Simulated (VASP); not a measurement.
Here is the system:

```xyz
40
Lattice="-5.1263 5.1263 5.1263 5.1263 -5.1263 5.1263 5.1263 5.1263 -5.1263" Properties=species:S:1:pos:R:3 pbc="T T T"
In     2.5631     2.5631     2.5631
In    -2.5631     2.5631     2.5631
In     2.5631     2.5631    -2.5631
In     2.5631    -2.5631     2.5631
In     4.7828     0.0000     2.5631
In     0.3435     0.0000     7.6894
In     2.5631     4.7828     0.0000
In     7.6894     0.3435     0.0000
In     0.0000     2.5631     4.7828
In     0.0000     7.6894     0.3435
In     0.3435     5.1263     2.5631
In     4.7828     5.1263    -2.5631
In     2.5631     0.3435     5.1263
In    -2.5631     4.7828     5.1263
In     5.1263     2.5631     0.3435
In     5.1263    -2.5631     4.7828
O      4.0036     1.5676     3.9288
O      6.2489     3.5587     3.9288
O      1.1227     1.5676     6.3238
O     -1.1227     3.5587     6.3238
O      3.9288     4.0036     1.5676
O      3.9288     6.2489     3.5587
O      6.3238     1.1227     1.5676
O      6.3238    -1.1227     3.5587
O      1.5676     3.9288     4.0036
O      3.5587     3.9288     6.2489
O      1.5676     6.3238     1.1227
O      3.5587     6.3238    -1.1227
O      1.1227     3.5587     1.1975
O     -1.1227     1.5676     1.1975
O      4.0036     3.5587    -1.1975
O      6.2489     1.5676    -1.1975
O      1.1975     1.1227     3.5587
O      1.1975    -1.1227     1.5676
O     -1.1975     4.0036     3.5587
O     -1.1975     6.2489     1.5676
O      3.5587     1.1975     1.1227
O      1.5676     1.1975    -1.1227
O      3.5587    -1.1975     4.0036
O      1.5676    -1.1975     6.2489
```

Computed with revPBE GGA, VASP's PBE PAW potentials (set 64) (plane waves; VASP). Settings: LREAL = Auto, 400 eV cut-off, 3×3×3 Γ-centred mesh, Fermi-Dirac smearing of 0.10 eV, potentials In_d O.

At this cut-off the stress carries a Pulay error, which pulls relaxed volumes low.

**Question.** The ions, cell shape and volume at an external pressure of -2.0 GPa are relaxed. Which structure does the run end with?

**Answer.** 
```xyz
40
Lattice="-5.1511 5.1511 5.1511 5.1511 -5.1511 5.1511 5.1511 5.1511 -5.1511" Properties=species:S:1:pos:R:3 pbc="T T T"
In     2.5755     2.5755     2.5755
In    -2.5755     2.5755     2.5755
In     2.5755     2.5755    -2.5755
In     2.5755    -2.5755     2.5755
In     4.8010     0.0000     2.5755
In     0.3501     0.0000     7.7266
In     2.5755     4.8010     0.0000
In     7.7266     0.3501     0.0000
In     0.0000     2.5755     4.8010
In     0.0000     7.7266     0.3501
In     0.3501     5.1511     2.5755
In     4.8010     5.1511    -2.5755
In     2.5755     0.3501     5.1511
In    -2.5755     4.8010     5.1511
In     5.1511     2.5755     0.3501
In     5.1511    -2.5755     4.8010
O      4.0194     1.5921     3.9371
O      6.2828     3.5589     3.9371
O      1.1317     1.5921     6.3650
O     -1.1317     3.5589     6.3650
O      3.9371     4.0194     1.5921
O      3.9371     6.2828     3.5589
O      6.3650     1.1317     1.5921
O      6.3650    -1.1317     3.5589
O      1.5921     3.9371     4.0194
O      3.5589     3.9371     6.2828
O      1.5921     6.3650     1.1317
O      3.5589     6.3650    -1.1317
O      1.1317     3.5589     1.2139
O     -1.1317     1.5921     1.2139
O      4.0194     3.5589    -1.2139
O      6.2828     1.5921    -1.2139
O      1.2139     1.1317     3.5589
O      1.2139    -1.1317     1.5921
O     -1.2139     4.0194     3.5589
O     -1.2139     6.2828     1.5921
O      3.5589     1.2139     1.1317
O      1.5921     1.2139    -1.1317
O      3.5589    -1.2139     4.0194
O      1.5921    -1.2139     6.2828
```
Space group Ia-3 (206), at a tolerance of 0.03 Å.

**Question.** How do energy and volume change from the first to the last step?

**Answer.** The energy (σ→0) changes by -1.1 meV/atom and the volume by +1.5 %, in 11 ionic steps.

```
step  E(σ→0) (eV)  max force (eV/Å)  pressure (GPa)  volume (Å³)
----  -----------  ----------------  --------------  -----------
1       -209.7360             0.315            0.84       538.85
2       -209.5185             0.059           -5.44       557.67
3       -209.7279             0.167           -2.56       548.62
4       -209.7704             0.044           -2.12       547.18
5       -209.7758             0.038           -2.04       546.83
6       -209.7763             0.039           -2.01       546.79
7       -209.7789             0.020           -2.00       546.68
8       -209.7806             0.034           -1.99       546.57
9       -209.7802             0.031           -1.99       546.60
10      -209.7802             0.016           -1.99       546.64
11      -209.7797             0.009           -2.01       546.70
```

The structure was generated: In2O3 was put into an ordered model structure, a phase also known from measurement. This run relaxes it under an external pressure of -2 GPa. Symmetry was kept, so distortions that lower it aren't found. The run is one of a series of settings (EDIFFG = -0.01, IBRION = 2, ISIF = 3, NSW = 50, PSTRESS = -20 against the base run), some of them coarse on purpose.
